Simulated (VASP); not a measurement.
An input for Quantum ESPRESSO's pw.x (written as the equivalent of a VASP run, and not itself run):

```
&CONTROL
  calculation = 'scf'
  pseudo_dir = './pseudo'
  outdir = './out'
  tprnfor = .true.
  tstress = .true.
/
&SYSTEM
  ibrav = 0
  nat = 2
  ntyp = 2
  ecutwfc = 84
  occupations = 'tetrahedra'
  input_dft = 'vdw-df-cx'
/
&ELECTRONS
  conv_thr = 7.3e-09
  electron_maxstep = 100
/
ATOMIC_SPECIES
  Al 26.982 Al.upf
  Ru 101.070 Ru.upf
CELL_PARAMETERS angstrom
     2.9827917   -0.0000000    0.0000000
     0.0000000    2.9827917    0.0000000
    -0.0000000   -0.0000000    2.9827917
ATOMIC_POSITIONS crystal
  Al   0.5000000  0.5000000  0.5000000
  Ru   0.0000000  0.0000000  0.0000000
K_POINTS automatic
  14 14 14 0 0 0
```

Task: Translate this input to VASP (INCAR, KPOINTS, POSCAR, choice of POTCAR).

Result: This is not unique; one that fits is 
INCAR:
```
! general
SYSTEM   = RuAl
PREC     = Accurate
ENCUT    = 520
LREAL    = .FALSE.
LASPH    = .TRUE.

! electronic loop
EDIFF    = 1E-7
NELM     = 100
ALGO     = Normal
LMAXMIX  = 4

! smearing
ISMEAR   = -5

! functional
GGA      = CX
LUSE_VDW = .TRUE.
AGGAC    = 0.0

! ions
ISIF     = 2

! output
LWAVE    = .FALSE.
LCHARG   = .TRUE.
LORBIT   = 11
NEDOS    = 601
```

File POSCAR:
```
RuAl
1
    2.9827916966    -0.0000000000     0.0000000000
    0.0000000000     2.9827916966     0.0000000000
   -0.0000000000    -0.0000000000     2.9827916966
Al Ru
1 1
Direct
  0.5000000000   0.5000000000   0.5000000000
  0.0000000000   0.0000000000   0.0000000000
```

### KPOINTS
```
Automatic
0
G
 14 14 14
0 0 0
```

POTCAR, in this order: Al Ru_pv (PBE.64 set). Program: vasp_std.

Limits of the translation: the potentials are each code's own (VASP's PAW set, PseudoDojo norm-conserving files in pw.x), so ENCUT and ecutwfc are chosen apart and not converted; conv_thr bounds pw.x's estimated SCF error, while EDIFF bounds the energy change between steps.

The compound is RuAl in the CsCl type structure. It was relaxed first.
